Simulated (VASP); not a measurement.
Computed with TPSS meta-GGA, VASP's PBE PAW potentials (set 64) (plane waves; VASP 6.6.1).

VASP input:

### INCAR
```
ALGO = Normal
EDIFF = 1E-6
EDIFFG = -0.02
ENCUT = 520
IBRION = 2
ISIF = 3
ISMEAR = 0
LASPH = .TRUE.
LCHARG = .FALSE.
LMIXTAU = .TRUE.
LREAL = .FALSE.
LWAVE = .FALSE.
METAGGA = TPSS
NELM = 100
NSW = 60
PREC = Accurate
SIGMA = 0.05
SYSTEM = SiC
```

KPOINTS:
```
Automatic mesh
0
G
8 8 4
0 0 0
```

POSCAR:
```
SiC
1.0
  1.5385284524  -2.6648092055   0.0000000000
  1.5385284524   2.6648092055   0.0000000000
  0.0000000000   0.0000000000   5.0519806083
Si C
2 2
Direct
  0.6666670000   0.3333330000   0.4996384767
  0.3333330000   0.6666670000   0.9996384767
  0.6666670000   0.3333330000   0.8753615233
  0.3333330000   0.6666670000   0.3753615233
```

POTCAR, in this order: Si C (PBE.64 set). Program: vasp_std.

The run wrote:

**OUTCAR**
```
 ion  position               nearest neighbor table
   1  0.667  0.333  0.500-   4 1.88   4 1.88   4 1.88   3 1.90   2 3.09   2 3.09   2 3.09   2 3.09
                             2 3.09   2 3.09
   2  0.333  0.667  1.000-   3 1.88   3 1.88   3 1.88   4 1.90   1 3.09   1 3.09   1 3.09   1 3.09
                             1 3.09   1 3.09
   3  0.667  0.333  0.875-   2 1.88   2 1.88   2 1.88   1 1.90
   4  0.333  0.667  0.375-   1 1.88   1 1.88   1 1.88   2 1.90
  LATTYP: Found a hexagonal cell.
 ALAT       =     3.0770566944
 C/A-ratio  =     1.6418224004
 Subroutine PRICEL returns:
 Original cell was already a primitive cell.
 Subroutine GETGRP returns: Found 12 space group operations
The static configuration has the point symmetry C_3v.
 The point group associated with its full space group is C_6v.
The dynamic configuration has the point symmetry C_3v.
 Subroutine INISYM returns: Found 12 space group operations
 Subroutine IBZKPT returns following result:
 Found     30 irreducible k-points:

 Following reciprocal coordinates:
            Coordinates               Weight
  0.000000  0.000000  0.000000      1.000000
  0.125000  0.000000  0.000000      6.000000
  0.250000  0.000000  0.000000      6.000000
  0.375000  0.000000  0.000000      6.000000
  0.500000  0.000000  0.000000      3.000000
  0.125000  0.125000  0.000000      6.000000
  0.250000  0.125000  0.000000     12.000000
  0.375000  0.125000  0.000000     12.000000
  0.250000  0.250000  0.000000      6.000000
  0.375000  0.250000  0.000000      6.000000
  0.000000  0.000000  0.250000      2.000000
  0.125000  0.000000  0.250000     12.000000
  0.250000  0.000000  0.250000     12.000000
  0.375000  0.000000  0.250000     12.000000
  0.500000  0.000000  0.250000      6.000000
  0.125000  0.125000  0.250000     12.000000
  0.250000  0.125000  0.250000     24.000000
  0.375000  0.125000  0.250000     24.000000
  0.250000  0.250000  0.250000     12.000000
  0.375000  0.250000  0.250000     12.000000
  0.000000  0.000000  0.500000      1.000000
  0.125000  0.000000  0.500000      6.000000
  0.250000  0.000000  0.500000      6.000000
  0.375000  0.000000  0.500000      6.000000
  0.500000  0.000000  0.500000      3.000000
  0.125000  0.125000  0.500000      6.000000
  0.250000  0.125000  0.500000     12.000000
  0.375000  0.125000  0.500000     12.000000
  0.250000  0.250000  0.500000      6.000000
  0.375000  0.250000  0.500000      6.000000
   k-points           NKPTS =     30   k-points in BZ     NKDIM =     30   number of bands    NBANDS=     12
   number of dos      NEDOS =    301   number of ions     NIONS =      4
   total plane-waves  NPLWV =  23040
   dimension x,y,z NGX =    24 NGY =   24 NGZ =   40
   dimension x,y,z NGXF=    48 NGYF=   48 NGZF=   80
   ions per type =               2   2
   PREC   = accura    normal or accurate (medium, high low for compatibility)
   ISTART =      0    job   : 0-new  1-cont  2-samecut
   ICHARG =      2    charge: 1-file 2-atom 10-const
   ISPIN  =      1    spin polarized calculation?
   LNONCOLLINEAR =      F non collinear calculations
   LSORBIT =      F    spin-orbit coupling
   INIWAV =      1    electr: 0-lowe 1-rand  2-diag
   ENCUT  =  520.0 eV  38.22 Ry    6.18 a.u.   5.72  5.72  9.39*2*pi/ulx,y,z
   NELM   =    100;   NELMIN=  2; NELMDL= -5     # of ELM steps
   EDIFF  = 0.1E-05   stopping-criterion for ELM
   LREAL  =      F    real-space projection
   NLSPLINE    = F    spline interpolate recip. space projectors
   LMAXMIX     =    2 max onsite mixed and CHGCAR
   VOSKOWN=      0    Vosko Wilk Nusair interpolation
   EDIFFG = -.2E-01   stopping-criterion for IOM
   NSW    =     60    number of steps for IOM
   NBLOCK =      1;   KBLOCK =     60    inner block; outer block
...
```

File OSZICAR:
```
       N       E                     dE             d eps       ncg     rms          rms(c)
DAV:   1     0.302929634339E+02    0.30293E+02   -0.77961E+03   720   0.128E+03
DAV:   2    -0.411831118965E+02   -0.71476E+02   -0.64963E+02   992   0.223E+02
DAV:   3    -0.444863415888E+02   -0.33032E+01   -0.32831E+01   944   0.478E+01
DAV:   4    -0.445280715410E+02   -0.41730E-01   -0.41692E-01   868   0.645E+00
DAV:   5    -0.445288516253E+02   -0.78008E-03   -0.77978E-03   924   0.797E-01    0.134E+01
DAV:   6    -0.411116379449E+02    0.34172E+01   -0.80329E+00   720   0.359E+01    0.734E+00
DAV:   7    -0.413581204908E+02   -0.24648E+00   -0.90590E+00   776   0.208E+01    0.325E+00
DAV:   8    -0.419699244116E+02   -0.61180E+00   -0.12693E+00   784   0.871E+00    0.187E+00
DAV:   9    -0.419538109940E+02    0.16113E-01   -0.18056E-01   856   0.355E+00    0.549E-01
DAV:  10    -0.419578599967E+02   -0.40490E-02   -0.58163E-02   776   0.285E+00    0.153E-01
DAV:  11    -0.420034066870E+02   -0.45547E-01   -0.25788E-02   792   0.180E+00    0.885E-02
DAV:  12    -0.420026342560E+02    0.77243E-03   -0.91965E-04   896   0.318E-01    0.700E-02
DAV:  13    -0.420048560064E+02   -0.22218E-02   -0.14508E-03   780   0.350E-01    0.200E-02
DAV:  14    -0.420048971787E+02   -0.41172E-04   -0.13271E-04   800   0.110E-01    0.828E-03
DAV:  15    -0.420048946922E+02    0.24865E-05   -0.55348E-06   872   0.304E-02    0.646E-03
DAV:  16    -0.420049135522E+02   -0.18860E-04   -0.51721E-06   804   0.255E-02    0.208E-03
DAV:  17    -0.420049127127E+02    0.83954E-06   -0.23256E-07   460   0.597E-03
   1 F= -.42004913E+02 E0= -.42004913E+02  d E =-.420049E+02
       N       E                     dE             d eps       ncg     rms          rms(c)
DAV:   1    -0.420044286323E+02    0.48492E-03   -0.28173E-02   824   0.153E+00    0.225E-01
DAV:   2    -0.420049915744E+02   -0.56294E-03   -0.61271E-04   852   0.223E-01    0.120E-01
DAV:   3    -0.420048419171E+02    0.14966E-03   -0.61623E-04   872   0.174E-01    0.323E-02
DAV:   4    -0.420048681361E+02   -0.26219E-04   -0.91747E-05   796   0.818E-02    0.157E-02
DAV:   5    -0.420048217997E+02    0.46336E-04   -0.29508E-05   772   0.560E-02    0.197E-02
DAV:   6    -0.420048606732E+02   -0.38873E-04   -0.10632E-05   760   0.325E-02    0.135E-02
DAV:   7    -0.420048584202E+02    0.22530E-05   -0.14270E-05   836   0.290E-02    0.418E-03
DAV:   8    -0.420048646469E+02   -0.62266E-05   -0.34151E-06   752   0.193E-02    0.224E-03
DAV:   9    -0.420048636060E+02    0.10409E-05   -0.41597E-07   384   0.654E-03    0.552E-04
DAV:  10    -0.420048642150E+02   -0.60895E-06   -0.48537E-08   376   0.246E-03
   2 F= -.42004864E+02 E0= -.42004864E+02  d E =0.484977E-04
       N       E                     dE             d eps       ncg     rms          rms(c)
DAV:   1    -0.420052424521E+02   -0.37885E-03   -0.74786E-03   820   0.790E-01    0.116E-01
DAV:   2    -0.420054040132E+02   -0.16156E-03   -0.16820E-04   852   0.116E-01    0.618E-02
DAV:   3    -0.420053717494E+02    0.32264E-04   -0.15473E-04   868   0.875E-02    0.160E-02
DAV:   4    -0.420053679154E+02    0.38340E-05   -0.25153E-05   820   0.427E-02    0.772E-03
DAV:   5    -0.420053645758E+02    0.33396E-05   -0.84789E-06   760   0.300E-02    0.962E-03
DAV:   6    -0.420053696994E+02   -0.51235E-05   -0.24006E-06   564   0.162E-02    0.667E-03
DAV:   7    -0.420053706020E+02   -0.90259E-06   -0.35326E-06   784   0.143E-02
   3 F= -.42005371E+02 E0= -.42005371E+02  d E =-.457889E-03
```

OUTCAR:
```
------------------------ aborting loop because EDIFF is reached ----------------------------------------
  FORCE on cell =-STRESS in cart. coord.  units (eV):
  Direction    XX          YY          ZZ          XY          YZ          ZX
  --------------------------------------------------------------------------------------
  Total       -0.0016129     -0.0016129     -0.0039294      0.0000000     -0.0000000      0.0000000
  in kB       -0.0621314     -0.0621313     -0.1513674      0.0000000     -0.0000000      0.0000000
  external PRESSURE =      -0.0918767 kB  Pullay stress =       0.0000000 kB
  volume of cell :       41.59
      direct lattice vectors                 reciprocal lattice vectors
     1.540685687 -2.668545645  0.000000000     0.324530827 -0.187367977  0.000000000
     1.540685687  2.668545645 -0.000000000     0.324530827  0.187367977  0.000000000
    -0.000000000 -0.000000000  5.058029648     0.000000000  0.000000000  0.197705445
  FREE ENERGIE OF THE ION-ELECTRON SYSTEM (eV)
  ---------------------------------------------------
  free  energy   TOTEN  =       -42.0053706020 eV

  energy  without entropy=      -42.0053706020  energy(sigma->0) =      -42.00537060

 reached required accuracy - stopping structural energy minimisation
```
(Selected blocks of OUTCAR.)

File CONTCAR:
```
SiC
   1.00000000000000
     1.5406856871188463   -2.6685456446149547    0.0000000000000000
     1.5406856871188463    2.6685456446149547   -0.0000000000000000
    -0.0000000000000000   -0.0000000000000000    5.0580296478548163
  Si              C
     2     2
Direct
     0.6666669999999968    0.3333330000000032    0.4996284708053472
     0.3333330000000032    0.6666669999999968    0.9996284708053471
     0.6666669999999968    0.3333330000000032    0.8753715291946529
     0.3333330000000032    0.6666669999999968    0.3753715291946528
```

The compound is SiC in the wurtzite structure, the rare 2H polytype. This run relaxes it. Symmetry was kept, so distortions that lower it aren't found.
